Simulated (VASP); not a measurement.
Given:

```yaml
crystal:
  lattice:
    - [3.75170, 0.00000, 0.00000]
    - [0.00000, 3.75170, 0.00000]
    - [0.00000, 0.00000, 3.75170]
  atoms:
    - { symbol: Fe, position: [0.00000, 0.00000, 0.00000] }
    - { symbol: Ir, position: [0.00000, 0.50000, 0.50000] }
    - { symbol: Ir, position: [0.50000, 0.00000, 0.50000] }
    - { symbol: Ir, position: [0.50000, 0.50000, 0.00000] }
```

The numbers are results of PBEsol GGA, VASP's PBE PAW potentials (set 64) (plane waves; VASP), not measurements. Run with 400 eV cut-off, 9×9×9 Γ-centred mesh, tetrahedra with Blöchl corrections, potentials Fe Ir.

The cores are frozen, which limits the accuracy of field gradients. The run has a spin-polarised start.

Task: Give the principal components of the electric field gradient (V/Å²) and the asymmetry η at each nucleus.

Result: 
```json
[
 {"atom": "Fe1", "Vxx": "0.0", "Vyy": "0.0", "Vzz": "0.0", "η": "-"},
 {"atom": "Ir2", "Vxx": "49.9", "Vyy": "49.9", "Vzz": "-99.8", "η": "0.00"},
 {"atom": "Ir3", "Vxx": "49.9", "Vyy": "49.9", "Vzz": "-99.8", "η": "0.00"},
 {"atom": "Ir4", "Vxx": "49.9", "Vyy": "49.9", "Vzz": "-99.8", "η": "0.00"}
]
```

The structure comes from a computed database's FeIr3 entry (Pm-3m); how it stands against other phases isn't given here. It was relaxed first, which changed the volume by -5 %.
